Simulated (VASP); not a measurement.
Here is the system:

```
Y
1.0
    1.81594    -3.14530     0.00000
    1.81594     3.14530     0.00000
    0.00000     0.00000     5.58230
Y
2
Direct
  0.33333   0.66667   0.25000
  0.66667   0.33333   0.75000
```

All values below come from optB88-vdW, VASP's PBE PAW potentials (set 64) (plane waves; VASP). Numerical set-up: 520 eV cut-off, 10×10×6 Γ-centred mesh, first-order Methfessel-Paxton smearing of 0.10 eV, potentials Y_sv.

### Question
What does the run give for the energy per atom (σ→0), band gap (on the k-mesh) with the smallest direct gap where there is one?

### Answer

| Quantity | Result |
|---|---|
| band gap (on the k-mesh) | none (metal, semimetal or under 0.01 eV) |
| energy per atom (σ→0) | -3.887 eV/atom |

The compound is Y in the hcp structure. It was relaxed first. The start is the result of an earlier pass.
